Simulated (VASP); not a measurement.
Input:

```
CELL_PARAMETERS angstrom
      0.00000     2.14000     2.14000
      2.14000     0.00000     2.14000
      2.14000     2.14000     0.00000
ATOMIC_POSITIONS crystal
  Ti 0.00000 0.00000 0.00000
  C  0.50000 0.50000 0.50000
```

These are PBE GGA, VASP's PBE PAW potentials (set 64) (plane waves; VASP) values and carry that method's errors. Settings: 620 eV cut-off, 15×15×15 Γ-centred mesh, first-order Methfessel-Paxton smearing of 0.10 eV, potentials Ti_sv C.

Energy and stress use the plane-wave basis of the starting cell.

Task: The ions, cell shape and volume at an external pressure of 20.0 GPa are relaxed. Predict the relaxed structure.

Result: 
```
CELL_PARAMETERS angstrom
      0.00000     2.11721     2.11721
      2.11721     0.00000     2.11721
      2.11721     2.11721     0.00000
ATOMIC_POSITIONS crystal
  Ti 0.00000 0.00000 0.00000
  C  0.50000 0.50000 0.50000
```
Space group Fm-3m (225), at a tolerance of 0.03 Å.

Task: How do energy and volume change from the first to the last step?

Result: The energy (σ→0) changes by +28.5 meV/atom and the volume by -3.2 %, in 3 ionic steps.

The compound is TiC in the rock salt structure. This run relaxes it under an external pressure of 20 GPa. Symmetry was kept, so distortions that lower it aren't found.
